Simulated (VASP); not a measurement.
All values below come from vdW-DF2, VASP's PBE PAW potentials (set 64) (plane waves; VASP).

A VASP calculation is set up with these files.

### POSCAR
```
CdSe
7.3645150
  0.3060760286  -0.5301391957   0.0000000000
  0.3060760286   0.5301391957   0.0000000000
  0.0000000000   0.0000000000   1.0000000020
Cd Se
2 2
Direct
  0.6666670000   0.3333330000   0.5001418601
  0.3333330000   0.6666670000   0.0001418601
  0.6666670000   0.3333330000   0.8758581399
  0.3333330000   0.6666670000   0.3758581399
```

INCAR:
```
SYSTEM = CdSe
PREC = Accurate
ENCUT = 520
EDIFF = 1E-7
NELM = 100
ALGO = Normal
LREAL = .FALSE.
LASPH = .TRUE.
ISMEAR = 0
SIGMA = 0.05
GGA = ML
ZAB_VDW = -1.8867
LUSE_VDW = .TRUE.
AGGAC = 0.0
LMAXMIX = 4
LWAVE = .FALSE.
LCHARG = .FALSE.
LORBIT = 11
ICHARG = 11
```

File KPOINTS:
```
k-points along high-symmetry lines
10
Line-mode
Reciprocal
  0.000000   0.000000   0.000000 ! GAMMA
  0.000000   0.500000   0.000000 ! M

  0.000000   0.500000   0.000000 ! M
 -0.333333   0.666667   0.000000 ! K

 -0.333333   0.666667   0.000000 ! K
  0.000000   0.000000   0.000000 ! GAMMA

  0.000000   0.000000   0.000000 ! GAMMA
  0.000000   0.000000   0.500000 ! A

  0.000000   0.000000   0.500000 ! A
  0.000000   0.500000   0.500000 ! L

  0.000000   0.500000   0.500000 ! L
 -0.333333   0.666667   0.500000 ! H

 -0.333333   0.666667   0.500000 ! H
  0.000000   0.000000   0.500000 ! A

  0.000000   0.500000   0.500000 ! L
  0.000000   0.500000   0.000000 ! M

 -0.333333   0.666667   0.500000 ! H
 -0.333333   0.666667   0.000000 ! K
```

POTCAR, in this order: Cd Se (PBE.64 set). Program: vasp_std. Read from the step before: CHGCAR.

Output of the run:

File OSZICAR:
```
       N       E                     dE             d eps       ncg     rms          rms(c)
DAV:   1     0.245798400609E+03    0.24580E+03   -0.17063E+04  3960   0.144E+03
DAV:   2     0.133178610568E+02   -0.23248E+03   -0.22779E+03  4452   0.340E+02
DAV:   3     0.340038911015E+00   -0.12978E+02   -0.12885E+02  4686   0.789E+01
DAV:   4     0.211005164124E+00   -0.12903E+00   -0.12888E+00  4410   0.759E+00
DAV:   5     0.209720599553E+00   -0.12846E-02   -0.12844E-02  4734   0.675E-01
DAV:   6     0.209695839611E+00   -0.24760E-04   -0.24757E-04  4532   0.807E-02
DAV:   7     0.209695125313E+00   -0.71430E-06   -0.71423E-06  4748   0.112E-02
DAV:   8     0.209695099899E+00   -0.25414E-07   -0.25450E-07  3604   0.179E-03
   1 F= 0.20969510E+00 E0= 0.21056160E+00  d E =-.173301E-02
```

OUTCAR:
```
 val. band max:       -0.0874215283   @ k =   0.0000   0.0000   0.0000

 cond. band min:      -0.0084049122   @ k =  -0.0000   0.0000   0.0000



 k-point     1 :       0.0000    0.0000    0.0000
  band No.  band energies     occupation
      1     -12.1186      2.00000
      2     -11.8601      2.00000
      3      -7.7625      2.00000
      4      -7.7575      2.00000
      5      -7.7575      2.00000
      6      -7.7145      2.00000
      7      -7.7145      2.00000
      8      -7.5548      2.00000
      9      -7.5548      2.00000
     10      -7.5161      2.00000
     11      -7.5161      2.00000
     12      -7.3443      2.00000
     13      -3.7558      2.00000
     14      -0.6637      2.00000
     15      -0.6637      2.00000
     16      -0.1354      1.99511
     17      -0.0874      1.85490
     18      -0.0874      1.85472
     19      -0.0084      0.43626
     20       1.7620      0.00000
     21       5.6451      0.00000
     22       5.6459      0.00000

 k-point     2 :       0.0000    0.0556    0.0000
  band No.  band energies     occupation
      1     -12.1118      2.00000
      2     -11.8569      2.00000
      3      -7.7610      2.00000
      4      -7.7551      2.00000
      5      -7.7513      2.00000
      6      -7.7118      2.00000
      7      -7.7114      2.00000
      8      -7.5558      2.00000
      9      -7.5549      2.00000
     10      -7.5181      2.00000
     11      -7.5157      2.00000
     12      -7.3403      2.00000
     13      -3.7410      2.00000
     14      -0.8004      2.00000
     15      -0.6953      2.00000
     16      -0.5537      2.00000
     17      -0.1413      1.99712
     18      -0.1047      1.94808
     19       0.4466      0.00000
     20       1.9041      0.00000
     21       5.5212      0.00000
     22       5.6865      0.00000

 k-point     3 :       0.0000    0.1111    0.0000
  band No.  band energies     occupation
      1     -12.0921      2.00000
      2     -11.8478      2.00000
...
```

The density is held fixed in this step, so its total energy and stress have no physical meaning.

The compound is CdSe in the wurtzite structure. It was relaxed first, which changed the volume by +15 %.
